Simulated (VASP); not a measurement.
A VASP calculation is set up with these files.

### POSCAR
```
Ga4As3Sb
1
    0.0021352170     5.7840962998     5.7638182951
    5.7840962998     0.0021352170     5.7638182951
    2.8931157584     2.8931157584     0.0000000000
Ga Sb As
4 1 3
Direct
  0.9899344852   0.9899344852   0.0201310296
  0.9944005855   0.5142883674   0.9913110471
  0.5142883674   0.9944005855   0.9913110471
  0.5006813019   0.5006813019   0.9986373963
  0.1255609559   0.1255609559   0.2488780882
  0.1248266317   0.6250766965   0.2500966718
  0.6250766965   0.1248266317   0.2500966718
  0.6252309759   0.6252309759   0.2495380481
```

### KPOINTS
```
Automatic mesh
0
Gamma
3 3 6
0 0 0
```

INCAR:
```
SYSTEM = Ga4As3Sb
PREC = Accurate; ENCUT = 400; LREAL = F
LASPH = T
EDIFF = 1E-6; NELM = 100; ALGO = Normal
LMAXMIX = 4
ISMEAR = 0; SIGMA = 0.05
GGA = PS
IBRION = 2; NSW = 60; ISIF = 3
EDIFFG = -0.02
LWAVE = F; LCHARG = F
```

POTCAR, in this order: Ga_d Sb As (PBE.64 set). Program: vasp_std.

Write an equivalent input for Quantum ESPRESSO's pw.x.

One equivalent input (not run):
```
&CONTROL
  calculation = 'vc-relax'
  pseudo_dir = './pseudo'
  outdir = './out'
  tprnfor = .true.
  tstress = .true.
  nstep = 60
  forc_conv_thr = 0.00078
/
&SYSTEM
  ibrav = 0
  nat = 8
  ntyp = 3
  ecutwfc = 84
  occupations = 'smearing'
  smearing = 'gaussian'
  degauss = 0.003675
  input_dft = 'pbesol'
/
&ELECTRONS
  conv_thr = 7.3e-08
  electron_maxstep = 100
/
&IONS
/
&CELL
/
ATOMIC_SPECIES
  Ga 69.723 Ga.upf
  Sb 121.760 Sb.upf
  As 74.922 As.upf
CELL_PARAMETERS angstrom
     0.0021352    5.7840963    5.7638183
     5.7840963    0.0021352    5.7638183
     2.8931158    2.8931158    0.0000000
ATOMIC_POSITIONS crystal
  Ga   0.9899345  0.9899345  0.0201310
  Ga   0.9944006  0.5142884  0.9913110
  Ga   0.5142884  0.9944006  0.9913110
  Ga   0.5006813  0.5006813  0.9986374
  Sb   0.1255610  0.1255610  0.2488781
  As   0.1248266  0.6250767  0.2500967
  As   0.6250767  0.1248266  0.2500967
  As   0.6252310  0.6252310  0.2495380
K_POINTS automatic
  3 3 6 0 0 0
```
What does not carry over: the potentials are each code's own (VASP's PAW set, PseudoDojo norm-conserving files in pw.x), so ENCUT and ecutwfc are chosen apart and not converted; conv_thr bounds pw.x's estimated SCF error, while EDIFF bounds the energy change between steps; forc_conv_thr acts on force components and is met together with etot_conv_thr.

The structure was generated: Ga4As3Sb was put into an ordered model structure (Amm2), which need not be its known phase. This run relaxes it. Symmetry was kept, so distortions that lower it aren't found. The start is the result of an earlier pass.
